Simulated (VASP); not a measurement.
SiC:

```
Si C
1.0
     3.07600    0.00000    0.00000
    -1.53800    2.66389    0.00000
     0.00000    0.00000    5.04800
Si C
2 2
Direct
  0.33333 0.66667 0.00000
  0.66667 0.33333 0.50000
  0.33333 0.66667 0.38500
  0.66667 0.33333 0.88500
```

- Program: VASP 6.6.1
- Task: relaxation of cell and atoms
- Functional: PBE
- Dispersion: D3(BJ)
- Potentials or basis: VASP PAW PBE potentials, release 64 (Si, C)
- Cutoff: 520 eV
- k mesh: 12 × 12 × 6
- Occupations: gaussian, width 0.02 eV
- Spin: no spin polarisation

At the start: pressure -1.0 GPa; volume 10.34 Å³/atom.

**Question.** Where does the relaxation end?

**Answer.** Over 7 steps the energy falls by 9.3 meV/atom and the volume is 10.28 Å³/atom (-0.6 %); space group P6_3mc (No. 186, to 0.05 Å).

The path:
```
step  energy change (eV)  largest force (eV/Å)  pressure (GPa)  volume (Å³)
   1              0.0000                0.7526           -1.05        41.36
   2             -0.0038                0.6993            1.10        40.96
   3             -0.0343                0.0667           -0.20        41.15
   4             -0.0371                0.0046            0.31        41.06
   5             -0.0372                0.0061            0.23        41.07
   6             -0.0372                0.0048           -0.18        41.15
   7             -0.0372                0.0003            0.01        41.11
```

Final structure:
```yaml
crystal:
  lattice:
    - [3.06978, 0.00000, 0.00000]
    - [-1.53489, 2.65851, 0.00000]
    - [0.00000, 0.00000, 5.03773]
  atoms:
    - { symbol: Si, position: [0.33333, 0.66667, 0.00460] }
    - { symbol: Si, position: [0.66667, 0.33333, 0.50460] }
    - { symbol: C, position: [0.33333, 0.66667, 0.38040] }
    - { symbol: C, position: [0.66667, 0.33333, 0.88040] }
```
